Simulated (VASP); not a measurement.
Level of theory: RPBE GGA, VASP's PBE PAW potentials (set 64) (plane waves; VASP).

VASP ran on this input.

File POSCAR:
```
HfB2
1.0
  1.5805933564  -2.7376682363   0.0000000000
  1.5805933564   2.7376682363   0.0000000000
  0.0000000000   0.0000000000   3.5027885966
Hf B
1 2
Cart
  0.0000000000   0.0000000000   0.0000000000
  1.5805933564   0.9125579039   1.7513942983
  1.5805933564  -0.9125579039   1.7513942983
```

KPOINTS:
```
Automatic mesh
0
Gamma
 10 10 8
```

INCAR:
```
SYSTEM = HfB2
PREC = Accurate
ENCUT = 520
EDIFF = 1E-6
NELM = 100
ALGO = Normal
LREAL = .FALSE.
LASPH = .TRUE.
ISMEAR = 1
SIGMA = 0.1
GGA = RP
LMAXMIX = 6
LWAVE = .FALSE.
LCHARG = .FALSE.
IBRION = 2
ISIF = 3
NSW = 60
EDIFFG = -0.02
```

POTCAR, in this order: Hf_pv B (PBE.64 set). Program: vasp_std.

Unless said otherwise, spin-orbit coupling is left out, though it shifts the bands of the heavy elements here.

**Question.** Predict the energy per atom (σ→0), volume per atom, band gap (on the k-mesh).

**Answer.** 
```json
{
 "energy per atom (σ→0)": "-813.2 kJ/mol of atoms",
 "band gap (on the k-mesh)": "none (metal, semimetal or under 0.01 eV)",
 "volume_per_atom": "10.11 Å^3/atom"
}
```

### OSZICAR
```
...
   1 F= -.25286004E+02 E0= -.25285826E+02  d E =-.252860E+02
       N       E                     dE             d eps       ncg     rms          rms(c)
DAV:   1    -0.252865921545E+02   -0.58786E-03   -0.29949E-02  1792   0.151E+00    0.222E-01
DAV:   2    -0.252863761515E+02    0.21600E-03   -0.37902E-04  2080   0.174E-01    0.903E-02
DAV:   3    -0.252862793906E+02    0.96761E-04   -0.93209E-05  2052   0.790E-02    0.282E-02
DAV:   4    -0.252862740487E+02    0.53419E-05   -0.12961E-05  2280   0.303E-02    0.176E-02
DAV:   5    -0.252862739355E+02    0.11318E-06   -0.48966E-07  1112   0.580E-03
   2 F= -.25286274E+02 E0= -.25286097E+02  d E =-.269477E-03
```

The compound is HfB2 in the AlB2 type structure. This run relaxes it. Symmetry was kept, so distortions that lower it aren't found. The start is the result of an earlier pass.
